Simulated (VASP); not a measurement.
**A VASP study of BP (LDA): structure first, properties next**

Wanted: the relaxed cell of BP and its properties. The steps: relaxing cell and atoms (LDA), second relaxation, single point with fields (LDA), bands along the symmetry lines (LDA), total and projected DOS (LDA), vibrations at Γ (LDA), volume scan with LDA and fit for LDA. The start is a cell from a database of measured crystal structures.

Main program and level: VASP 6.6.1; LDA; plane waves and PAW (B, P).

## 1. The starting structure

Before any relaxation, the start is as follows. Symmetry: F-43m, No. 216, cubic system. The conventional cell has a = 4.538 Å, b = 4.538 Å, c = 4.538 Å, α = 90.00°, β = 90.00°, γ = 90.00°. B has 4 P at 1.97 Å nearest. P has 4 B at 1.97 Å nearest. Farther neighbours are not listed.

## 2. Relaxing cell and atoms (LDA)

Properties are meant for the cell that this level of theory prefers, so cell and atoms are relaxed first (ISIF = 3) until forces and stress are small; EDIFFG sets the threshold. LDA, the lowest rung, knows the local density alone.

File INCAR:

```
SYSTEM = BP
PREC = Accurate
ENCUT = 420
EDIFF = 1E-06
NELM = 100
ISMEAR = 0
SIGMA = 0.05
LREAL = .FALSE.
ALGO = Normal
GGA = CA
NBANDS = 10
LORBIT = 11
LWAVE = .FALSE.
LCHARG = .FALSE.
KPAR = 2
IBRION = 2
NSW = 60
ISIF = 3
EDIFFG = -0.01
```

File POSCAR:

```
BP
1.0
    0.0000000000      2.2690000000      2.2690000000
    2.2690000000      0.0000000000      2.2690000000
    2.2690000000      2.2690000000      0.0000000000
B P
1 1
Direct
    0.0000000000      0.0000000000      0.0000000000
    0.2500000000      0.2500000000      0.2500000000
```

File KPOINTS:

```
Automatic mesh
0
Gamma
10 10 10
0 0 0
```

PAW data sets: B and P (LDA family, release 64).

Launch:

```bash
$ mpirun -np 2 vasp_std
```

Log:

```text
[banner, memory and clock lines left out]
running    2 mpi-ranks, on    1 nodes
 distrk:  each k-point on    1 cores,    2 groups
 distr:  one band on    1 cores,    1 groups

 POSCAR found type information on POSCAR B P
 POSCAR found :  2 types and       2 ions
 LDA part: xc-table for (Slater(with rela. corr.)+CA(PZ))
 , standard interpolation
 POSCAR, INCAR and KPOINTS ok, starting setup
 FFT: planning ... GRIDC
 FFT: planning ... GRID_SOFT
 FFT: planning ... GRID
 WAVECAR not read
 entering main loop
       N       E                     dE             d eps       ncg     rms          rms(c)
DAV:   1     0.535804467965E+01    0.53580E+01   -0.35328E+03   940   0.606E+02
DAV:   2    -0.147421518706E+02   -0.20100E+02   -0.19034E+02  1362   0.102E+02
DAV:   3    -0.152096493567E+02   -0.46750E+00   -0.46671E+00  1164   0.147E+01
DAV:   4    -0.152114641647E+02   -0.18148E-02   -0.18146E-02  1212   0.102E+00
DAV:   5    -0.152114716929E+02   -0.75282E-05   -0.75281E-05  1134   0.559E-02    0.734E+00
DAV:   6    -0.145113283170E+02    0.70014E+00   -0.16757E+00  1050   0.592E+00    0.389E+00
DAV:   7    -0.143993923254E+02    0.11194E+00   -0.25782E-01  1200   0.271E+00    0.127E+00
DAV:   8    -0.143866015414E+02    0.12791E-01   -0.33841E-02  1104   0.100E+00    0.230E-01
DAV:   9    -0.143866269483E+02   -0.25407E-04   -0.73333E-04  1072   0.200E-01    0.150E-01
DAV:  10    -0.143866238059E+02    0.31424E-05   -0.14578E-04  1068   0.711E-02    0.339E-02
DAV:  11    -0.143866258444E+02   -0.20385E-05   -0.49255E-06  1172   0.128E-02    0.358E-02
DAV:  12    -0.143866254727E+02    0.37175E-06   -0.19350E-06   606   0.624E-03
   1 F= -.14386625E+02 E0= -.14386625E+02  d E =-.143866E+02
 curvature:   0.00 expect dE= 0.000E+00 dE for cont linesearch  0.000E+00
 trial: gam= 0.00000 g(F)=  0.213E-48 g(S)=  0.429E-01 ort = 0.000E+00 (trialstep = 0.100E+01)
 search vector abs. value=  0.429E-01
 bond charge predicted
       N       E                     dE             d eps       ncg     rms          rms(c)
DAV:   1    -0.144220871134E+02   -0.35461E-01   -0.91961E-01  1046   0.631E+00    0.121E+00
DAV:   2    -0.143985564120E+02    0.23531E-01   -0.48279E-02  1052   0.118E+00    0.674E-01
DAV:   3    -0.143921997690E+02    0.63566E-02   -0.13727E-02  1050   0.566E-01    0.176E-01
DAV:   4    -0.143917829745E+02    0.41679E-03   -0.43506E-04  1146   0.131E-01    0.147E-01
DAV:   5    -0.143916766369E+02    0.10634E-03   -0.11869E-04  1076   0.642E-02    0.665E-02
DAV:   6    -0.143916744398E+02    0.21971E-05   -0.34265E-06  1032   0.129E-02    0.771E-03
DAV:   7    -0.143916744226E+02    0.17249E-07   -0.20234E-07   520   0.242E-03
   2 F= -.14391674E+02 E0= -.14391674E+02  d E =-.504895E-02
 trial-energy change:   -0.005049  1 .order   -0.004363   -0.042930    0.034204
 step:   0.5696(harm=  0.5566)  dis= 0.00000  next Energy=   -14.398980 (dE=-0.124E-01)
 bond charge predicted
       N       E                     dE             d eps       ncg     rms          rms(c)
DAV:   1    -0.144046950629E+02   -0.13021E-01   -0.16745E-01  1044   0.264E+00    0.507E-01
DAV:   2    -0.144003197320E+02    0.43753E-02   -0.93163E-03  1048   0.513E-01    0.283E-01
DAV:   3    -0.143991691418E+02    0.11506E-02   -0.24351E-03  1060   0.239E-01    0.633E-02
DAV:   4    -0.143990829170E+02    0.86225E-04   -0.92320E-05  1122   0.589E-02    0.547E-02
DAV:   5    -0.143990654052E+02    0.17512E-04   -0.19104E-05  1072   0.258E-02    0.274E-02
DAV:   6    -0.143990649620E+02    0.44314E-06   -0.58903E-07   612   0.523E-03
   3 F= -.14399065E+02 E0= -.14399065E+02  d E =-.124395E-01
 curvature:  -0.28 expect dE=-0.885E-07 dE for cont linesearch -0.885E-07
 trial: gam=-0.00272 g(F)=  0.106E-49 g(S)=  0.318E-06 ort = 0.117E-03 (trialstep = 0.914E+00)
 search vector abs. value=  0.102E-09
 reached required accuracy - stopping structural energy minimisation
```

Elapsed: 7 s, on 2 MPI ranks of Intel Xeon Platinum 8488C (Sapphire Rapids), shared host; peak memory 0.22 GiB.

The logs omit lines about the potential files and the build; timing stands in the text.

From OUTCAR (step 2):

```text
ion  position               nearest neighbor table
   1  0.000  0.000  0.000-   2 1.97   2 1.97   2 1.97   2 1.97
   2  0.250  0.250  0.250-   1 1.97   1 1.97   1 1.97   1 1.97

  LATTYP: Found a face centered cubic cell.
 ALAT       =     4.5380000000

 Subroutine GETGRP returns: Found 24 space group operations
 (whereof 24 operations were pure point group operations)

The static configuration has the point symmetry T_d .

 Found     47 irreducible k-points:

   k-points           NKPTS =     47   k-points in BZ     NKDIM =     47   number of bands    NBANDS=     10

   dimension x,y,z NGX =    24 NGY =   24 NGZ =   24
   dimension x,y,z NGXF=    48 NGYF=   48 NGZF=   48

   ENCUT  =  420.0 eV  30.87 Ry    5.56 a.u.   5.36  5.36  5.36*2*pi/ulx,y,z

   NELECT =       8.0000    total number of electrons

 k-points in reciprocal lattice and weights: Automatic mesh
   0.00000000  0.00000000  0.00000000       0.001
   0.10000000  0.00000000  0.00000000       0.008
   0.20000000  0.00000000  0.00000000       0.008
   0.30000000  0.00000000  0.00000000       0.008
   0.40000000  0.00000000  0.00000000       0.008
   0.50000000  0.00000000  0.00000000       0.004
   0.10000000  0.10000000  0.00000000       0.006
   0.20000000  0.10000000  0.00000000       0.024
   0.30000000  0.10000000  0.00000000       0.024
[...]
-0.30000000  0.40000000  0.20000000       0.024
  -0.30000000  0.50000000  0.20000000       0.012

 average (electrostatic) potential at core
       1 -29.5442       2 -81.8959

 E-fermi :   8.0920

 k-point     1 :       0.0000    0.0000    0.0000
  band No.  band energies     occupation
      1      -7.8830      2.00000
      2       7.7912      2.00000
      3       7.7912      2.00000
      4       7.7912      2.00000
      5      11.2207      0.00000
      6      11.2207      0.00000
      7      11.2207      0.00000
      8      15.6514      0.00000
      9      19.2754      0.00000
    ...

 k-point     2 :       0.1000    0.0000    0.0000
  band No.  band energies     occupation
      1      -7.6984      2.00000
      2       6.4769      2.00000
      3       7.4895      2.00000
      4       7.4895      2.00000
      5      11.6382      0.00000
      6      11.6382      0.00000
      7      11.6791      0.00000
      8      16.1237      0.00000
      9      19.3287      0.00000
    ...

 k-point     3 :       0.2000    0.0000    0.0000
  band No.  band energies     occupation
      1      -7.1508      2.00000
      2       4.0992      2.00000
      3       6.9200      2.00000
      4       6.9200      2.00000
      5      11.9369      0.00000
      6      12.3651      0.00000
      7      12.3651      0.00000
      8      17.1364      0.00000
      9      18.6927      0.00000
    ...

  Total       -0.0020972     -0.0020972     -0.0020972     -0.0000000     -0.0000000      0.0000000
  in kB       -0.1484821     -0.1484821     -0.1484821     -0.0000000     -0.0000000      0.0000000
  external PRESSURE =      -0.1484821 kB  Pullay stress =       0.0000000 kB

  energy-cutoff  :      420.00
  volume of cell :       22.63
      direct lattice vectors                 reciprocal lattice vectors
    -0.000000000  2.244986338  2.244986338    -0.222718505  0.222718505  0.222718505
     2.244986338  0.000000000  2.244986338     0.222718505 -0.222718505  0.222718505
     2.244986338  2.244986338  0.000000000     0.222718505  0.222718505 -0.222718505

 POSITION                                       TOTAL-FORCE (eV/Angst)
 -----------------------------------------------------------------------------------
      0.00000      0.00000      0.00000         0.000000      0.000000      0.000000
      1.12249      1.12249      1.12249        -0.000000     -0.000000     -0.000000
 -----------------------------------------------------------------------------------
    total drift:                               -0.000000     -0.000000      0.000000

  FREE ENERGIE OF THE ION-ELECTRON SYSTEM (eV)
  ---------------------------------------------------
  free  energy   TOTEN  =       -14.3990649620 eV

  energy  without entropy=      -14.3990649620  energy(sigma->0) =      -14.39906496

 reached required accuracy - stopping structural energy minimisation

 total charge
# of ion       s       p       d       tot
------------------------------------------
    1        0.668   1.320   0.000   1.988
    2        0.995   1.602   0.000   2.597
--------------------------------------------------
tot          1.663   2.922   0.000   4.584

[... 3 further parts left out ...]
```

The gap is read on the k-mesh alone, so it is an upper bound where the band edges lie off the mesh. The run keeps the 24 symmetry operations of its start, so it cannot find a distortion of lower symmetry.

Step by step:

```
step  energy less that of the first step (eV)  largest force (eV/Å)  pressure (GPa)  volume (Å³)
   1                                   0.0000                0.0000           -5.28        23.36
   2                                  -0.0050                0.0000            4.45        22.09
   3                                  -0.0124                0.0000           -0.01        22.63
```

```
conventional cell, symmetrised  before  after  change
                         a (Å)   4.538  4.490  -1.1 %
                         b (Å)   4.538  4.490  -1.1 %
                         c (Å)   4.538  4.490  -1.1 %
              volume (Å³/atom)   11.68  11.31  -3.1 %
```

The relaxed structure:

```
B P
1.0
     0.00000    2.24499    2.24499
     2.24499    0.00000    2.24499
     2.24499    2.24499    0.00000
B P
1 1
Direct
  0.00000 0.00000 0.00000
  0.25000 0.25000 0.25000
```

This step gave:

| Item | Value |
| --- | --- |
| electrons | 8 |
| bands | 10 |
| irreducible k-points | 47 |
| symmetry operations | 24 |
| free energy (TOTEN) | -14.40 eV |
| Fermi energy | 8.092 eV |
| pressure | -0.01485 GPa |
| metallic | no |
| valence top at k | 0, 0, 0 |
| conduction bottom at k | 0.4, 0.4, 0 |
| least direct gap at k | 0, 0, 0 |
| SCF cycles over all ionic steps | 25 |
| gap on the k-mesh | 1.150 eV |
| least direct gap on the k-mesh | 3.430 eV |

It ends with forces that vanish by symmetry and a pressure of -0.01 GPa. The volume lies -3.1 % from that of the database's start, which holds the thermal and zero-point expansion of its experiment. LDA is known to overbind.

## 3. Second relaxation

The basis stayed that of the start cell while the cell moved. A rerun from the cell reached resets it; the error of the finite cutoff stays.

INCAR is that of step 2.

File POSCAR:

```
BP
1.0
    0.0000000000      2.2449863378      2.2449863378
    2.2449863378      0.0000000000      2.2449863378
    2.2449863378      2.2449863378      0.0000000000
B P
1 1
Direct
    0.0000000000      0.0000000000      0.0000000000
    0.2500000000      0.2500000000      0.2500000000
```

KPOINTS is that of step 2.

Launch:

```bash
$ mpirun -np 2 vasp_std
```

Log:

```text
[... set-up lines as in an earlier step ...]
 entering main loop
       N       E                     dE             d eps       ncg     rms          rms(c)
DAV:   1     0.340133025065E+01    0.34013E+01   -0.34865E+03   964   0.606E+02
DAV:   2    -0.148818922842E+02   -0.18283E+02   -0.17413E+02  1306   0.999E+01
DAV:   3    -0.152982454063E+02   -0.41635E+00   -0.41553E+00  1170   0.138E+01
DAV:   4    -0.152997732266E+02   -0.15278E-02   -0.15277E-02  1194   0.984E-01
DAV:   5    -0.152997792165E+02   -0.59899E-05   -0.59898E-05  1128   0.534E-02    0.769E+00
DAV:   6    -0.145348127777E+02    0.76497E+00   -0.17810E+00  1044   0.623E+00    0.407E+00
DAV:   7    -0.144119572214E+02    0.12286E+00   -0.29388E-01  1212   0.289E+00    0.130E+00
DAV:   8    -0.143988915185E+02    0.13066E-01   -0.35242E-02  1116   0.104E+00    0.245E-01
DAV:   9    -0.143989200892E+02   -0.28571E-04   -0.73137E-04  1074   0.203E-01    0.162E-01
DAV:  10    -0.143989161432E+02    0.39460E-05   -0.14059E-04  1074   0.704E-02    0.345E-02
DAV:  11    -0.143989180899E+02   -0.19467E-05   -0.59617E-06  1172   0.134E-02    0.378E-02
DAV:  12    -0.143989177562E+02    0.33371E-06   -0.18510E-06   588   0.627E-03
   1 F= -.14398918E+02 E0= -.14398918E+02  d E =-.143989E+02
 curvature:   0.00 expect dE= 0.000E+00 dE for cont linesearch  0.000E+00
 trial: gam= 0.00000 g(F)=  0.120E-49 g(S)=  0.346E-06 ort = 0.000E+00 (trialstep = 0.100E+01)
 search vector abs. value=  0.346E-06
 reached required accuracy - stopping structural energy minimisation
```

Elapsed: 6 s, on 2 MPI ranks; peak memory 0.21 GiB.

From OUTCAR (step 3):

```text
  LATTYP: Found a face centered cubic cell.
 ALAT       =     4.4899726756

The static configuration has the point symmetry T_d .

 Found     47 irreducible k-points:

   ENCUT  =  420.0 eV  30.87 Ry    5.56 a.u.   5.31  5.31  5.31*2*pi/ulx,y,z

   NELECT =       8.0000    total number of electrons

 E-fermi :   8.0920

 k-point     1 :       0.0000    0.0000    0.0000
  band No.  band energies     occupation
      1      -7.8830      2.00000
      2       7.7912      2.00000
      3       7.7912      2.00000
      4       7.7912      2.00000
      5      11.2207      0.00000
      6      11.2207      0.00000
      7      11.2207      0.00000
      8      15.6515      0.00000
      9      19.2754      0.00000
    ...

 k-point     2 :       0.1000    0.0000    0.0000
  band No.  band energies     occupation
      1      -7.6983      2.00000
      2       6.4769      2.00000
      3       7.4896      2.00000
      4       7.4896      2.00000
      5      11.6382      0.00000
      6      11.6382      0.00000
      7      11.6791      0.00000
      8      16.1239      0.00000
      9      19.3289      0.00000
    ...

  Total       -0.0021858     -0.0021858     -0.0021858     -0.0000000     -0.0000000      0.0000000
  in kB       -0.1547545     -0.1547545     -0.1547545     -0.0000000     -0.0000000      0.0000000
  external PRESSURE =      -0.1547545 kB  Pullay stress =       0.0000000 kB

  energy-cutoff  :      420.00
  volume of cell :       22.63
      direct lattice vectors                 reciprocal lattice vectors
     0.000000000  2.244986338  2.244986338    -0.222718505  0.222718505  0.222718505
     2.244986338  0.000000000  2.244986338     0.222718505 -0.222718505  0.222718505
     2.244986338  2.244986338  0.000000000     0.222718505  0.222718505 -0.222718505

 POSITION                                       TOTAL-FORCE (eV/Angst)
 -----------------------------------------------------------------------------------
      0.00000      0.00000      0.00000        -0.000000     -0.000000     -0.000000
      1.12249      1.12249      1.12249         0.000000      0.000000      0.000000
 -----------------------------------------------------------------------------------
    total drift:                                0.000000      0.000000      0.000000

  FREE ENERGIE OF THE ION-ELECTRON SYSTEM (eV)
  ---------------------------------------------------
  free  energy   TOTEN  =       -14.3989177562 eV

  energy  without entropy=      -14.3989177562  energy(sigma->0) =      -14.39891776

 total charge
# of ion       s       p       d       tot
------------------------------------------
    1        0.668   1.320   0.000   1.988
    2        0.995   1.602   0.000   2.597
--------------------------------------------------
tot          1.663   2.922   0.000   4.585

[... 5 parts as in an earlier step ...]

[... 6 further parts left out ...]
```

Little changed from the start: no atom moved by 0.005 Å and no cell edge by 0.1 %.

This step gave:

```
pressure                        : -0.01548 GPa
SCF cycles over all ionic steps : 12
```

It ends with forces that vanish by symmetry and a pressure of -0.02 GPa. The volume moved by under 0.01 %: the run met its threshold at the first step.

[end of part 1 of 5]

[Lines on the potential files, build, host, timing and source positions are cut from VASP's logs without a mark.]

[Logs are printed without paths, hosts, clocks, repeated set-up lines and the standing remarks that a program may print on its own settings, such as how far it seeks lower states.]

[Hosts, paths, dates, database ids (printed as entryN), source tags and the programs' standing remarks are cut or masked in the printed files.]

[A measured line is paired with the nearest computed mode of its activity, which favours agreement.]
